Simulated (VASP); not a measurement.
Computed with LDA (Ceperley-Alder, Perdew-Zunger), VASP's LDA PAW potentials (set 64) (plane waves; VASP).

A VASP calculation is set up with these files.

### POSCAR
```
Ga
1
    4.0246740000     0.0000000000     0.0000000000
   -2.0123370000     3.4854700000     0.0000000000
    0.0000000000     0.0000000000    14.0000000000
Ga
2
Direct
  0.0000000000   0.0000000000   0.5000000000
  0.6666670000   0.3333330000   0.5000000000
```

INCAR:
```
SYSTEM = Ga
PREC = Accurate
ENCUT = 300
EDIFF = 1E-6
NELM = 100
ALGO = Normal
LREAL = .FALSE.
LASPH = .TRUE.
ISMEAR = -1
SIGMA = 0.05
LMAXMIX = 4
LWAVE = .FALSE.
LCHARG = .FALSE.
ISIF = 2
```

**KPOINTS**
```
K-points
0
Gamma
 7 7 1
```

POTCAR, in this order: Ga_d (LDA.64 set). Program: vasp_std.

Output

**OSZICAR**
```
       N       E                     dE             d eps       ncg     rms          rms(c)
DAV:   1     0.103907201234E+03    0.10391E+03   -0.10580E+04   304   0.108E+03
DAV:   2     0.700731292701E+00   -0.10321E+03   -0.10236E+03   333   0.243E+02
DAV:   3    -0.565423978281E+01   -0.63550E+01   -0.62684E+01   340   0.765E+01
DAV:   4    -0.579623047238E+01   -0.14199E+00   -0.14172E+00   307   0.127E+01
DAV:   5    -0.580072043892E+01   -0.44900E-02   -0.44897E-02   414   0.203E+00    0.265E+00
DAV:   6    -0.556658871636E+01    0.23413E+00   -0.11402E-01   292   0.449E+00    0.132E+00
DAV:   7    -0.547558038391E+01    0.91008E-01   -0.16458E-01   292   0.381E+00    0.209E-01
DAV:   8    -0.546998337646E+01    0.55970E-02   -0.26023E-02   333   0.160E+00    0.124E-01
DAV:   9    -0.546746864011E+01    0.25147E-02   -0.14924E-03   306   0.280E-01    0.672E-02
DAV:  10    -0.546594361156E+01    0.15250E-02   -0.10783E-03   310   0.156E-01    0.393E-02
DAV:  11    -0.546631555097E+01   -0.37194E-03   -0.11758E-03   279   0.243E-01    0.234E-02
DAV:  12    -0.546706362615E+01   -0.74808E-03   -0.63285E-04   298   0.379E-01    0.218E-02
DAV:  13    -0.546727607877E+01   -0.21245E-03   -0.20532E-04   289   0.170E-01    0.124E-02
DAV:  14    -0.546764408150E+01   -0.36800E-03   -0.60375E-05   299   0.469E-02    0.399E-03
DAV:  15    -0.546787172266E+01   -0.22764E-03   -0.66555E-05   210   0.181E-02    0.233E-03
DAV:  16    -0.546787262941E+01   -0.90675E-06   -0.86132E-07   259   0.101E-02
   1 F= -.54678726E+01 E0= -.54626753E+01  d E =-.103947E-01
```

OUTCAR:
```
------------------------ aborting loop because EDIFF is reached ----------------------------------------
  FORCE on cell =-STRESS in cart. coord.  units (eV):
  Direction    XX          YY          ZZ          XY          YZ          ZX
  --------------------------------------------------------------------------------------
  Total        2.5083584      2.5083585     -0.0159786      0.0000000     -0.0000000      0.0000000
  in kB       20.4635077     20.4635086     -0.1303552      0.0000000     -0.0000000      0.0000000
  external PRESSURE =      13.5988870 kB  Pullay stress =       0.0000000 kB
  volume of cell :      196.39
      direct lattice vectors                 reciprocal lattice vectors
     4.024674000  0.000000000  0.000000000     0.248467329  0.143452676  0.000000000
    -2.012337000  3.485470000  0.000000000     0.000000000  0.286905353  0.000000000
     0.000000000  0.000000000 14.000000000     0.000000000  0.000000000  0.071428571
 POSITION                                       TOTAL-FORCE (eV/Angst)
 -----------------------------------------------------------------------------------
      0.00000      0.00000      7.00000        -0.000000      0.000000      0.000000
      2.01234      1.16182      7.00000         0.000000     -0.000000      0.000000
 -----------------------------------------------------------------------------------
    total drift:                               -0.000551      0.000318      0.000000
  FREE ENERGIE OF THE ION-ELECTRON SYSTEM (eV)
  ---------------------------------------------------
  free  energy   TOTEN  =        -5.4678726294 eV

  energy  without entropy=       -5.4574779385  energy(sigma->0) =       -5.46267528
```
(Selected blocks of OUTCAR.)

At this cut-off the stress carries a Pulay error, which pulls relaxed volumes low. The cell holds a wide vacuum, so values per volume refer to the whole cell.

The cell is a sheet with vacuum, built from a generated structure.
